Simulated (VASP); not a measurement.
A convergence study with VASP on AgO (space group C2): one setting is varied, all else stays as given below, so the limit is that of these other settings. The cell's lengths are 1 % over those of the tabulated start and one atom is moved, so it is off equilibrium.

```
AgO
1.0
    2.38756    -2.40133     0.00000
    2.38756     2.40133     0.00000
    0.00000     0.00000     5.71050
Ag O
2 2
Direct
  0.50000   0.00000   0.50000
  0.00000   0.50000   0.00000
  0.00000   0.00000   0.25000
  0.01269   0.01269   0.75000
```

The numbers are results of PBEsol GGA, VASP's PBE PAW potentials (set 64) (plane waves; VASP 6.6.1), not measurements. The tightest run used: 1000 eV cut-off, 10×10×6 Γ-centred mesh, first-order Methfessel-Paxton smearing of 0.10 eV, potentials Ag O.

Q: The settings run are ENCUT = 250; ENCUT = 300; ENCUT = 350; ENCUT = 400; ENCUT = 450; ENCUT = 500; ENCUT = 550; ENCUT = 600; ENCUT = 650; ENCUT = 700; ENCUT = 750; ENCUT = 800; ENCUT = 850; ENCUT = 1000. From which on does the energy per atom stay within 0.002 eV/atom of the tightest run?

A: From ENCUT = 450 on: it is off by 0.0005 there and by no more than 0.002 in any finer run, while ENCUT = 400 is off by 0.0024.
```
setting       E (eV/atom)  pressure (GPa)  largest force (eV/Å)  plane waves  difference judged (eV/atom)
------------  -----------  --------------  --------------------  -----------  ---------------------------
ENCUT = 250       -4.4317          -64.65                 0.241          603                       0.1380
ENCUT = 300       -4.3466          -35.93                 0.232          789                       0.0528
ENCUT = 350       -4.3052          -22.48                 0.244         1001                       0.0114
ENCUT = 400       -4.2962          -15.91                 0.245         1210                       0.0024
ENCUT = 450       -4.2932          -13.19                 0.249         1448                       0.0005
ENCUT = 500       -4.2925          -12.46                 0.249         1696                       0.0013
ENCUT = 550       -4.2926          -12.42                 0.249         1948                       0.0012
ENCUT = 600       -4.2931          -12.48                 0.249         2220                       0.0006
ENCUT = 650       -4.2935          -12.48                 0.250         2486                       0.0002
ENCUT = 700       -4.2938          -12.45                 0.250         2800                       0.0001
ENCUT = 750       -4.2939          -12.41                 0.250         3094                       0.0001
ENCUT = 800       -4.2939          -12.37                 0.250         3394                       0.0002
ENCUT = 850       -4.2938          -12.33                 0.250         3736                       0.0001
ENCUT = 1000      -4.2937          -12.32                 0.250         4754                       0.0000
```

Left out are rungs that failed or repeat a setting and relaxations that didn't move; long series are thinned to 24 rows.

The structure comes from a computed database's AgO entry (space group no. 66); how it stands against other phases isn't given here. The cell was not relaxed at this level, it is distorted from the ideal structure.
